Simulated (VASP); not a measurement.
Here is the system:

```xyz
2
Lattice="3.2563 0.0000 0.0000 0.0000 3.2563 0.0000 0.0000 0.0000 3.2563" Properties=species:S:1:pos:R:3 pbc="T T T"
B      0.0000     0.0000     0.0000
Bi     1.6282     1.6282     1.6282
```

Computed with PBEsol GGA, VASP's PBE PAW potentials (set 64) (plane waves; VASP). Run with 620 eV cut-off, 11×11×11 Γ-centred mesh, first-order Methfessel-Paxton smearing of 0.10 eV, potentials B Bi_d.

Energy and stress use the plane-wave basis of the starting cell.

Question: The ions, cell shape and volume at an external pressure of 10.0 GPa are relaxed. Give the cell that the relaxation ends in.

Answer: 
```xyz
2
Lattice="3.2105 0.0000 0.0000 0.0000 3.2105 0.0000 0.0000 0.0000 3.2105" Properties=species:S:1:pos:R:3 pbc="T T T"
B      0.0000     0.0000     0.0000
Bi     1.6052     1.6052     1.6052
```
Space group Pm-3m (221), at a tolerance of 0.03 Å.

Question: How do energy and volume change from the first to the last step?

Answer: The energy (σ→0) changes by +33.0 meV/atom and the volume by -4.2 %, in 3 ionic steps.

```json
[
 {"step": "1", "E(σ→0) (eV)": "-8.2398", "max force (eV/Å)": "0.000", "pressure (GPa)": "5.05", "volume (Å³)": "34.53"},
 {"step": "2", "E(σ→0) (eV)": "-8.0843", "max force (eV/Å)": "0.000", "pressure (GPa)": "14.91", "volume (Å³)": "31.93"},
 {"step": "3", "E(σ→0) (eV)": "-8.1738", "max force (eV/Å)": "0.000", "pressure (GPa)": "10.00", "volume (Å³)": "33.09"}
]
```

The structure was generated: BBi was put into the CsCl type type (Pm-3m), which need not be its known phase. This run relaxes it under an external pressure of 10 GPa. Symmetry was kept, so distortions that lower it aren't found. VASP warned that the highest band is occupied, so more bands are needed.
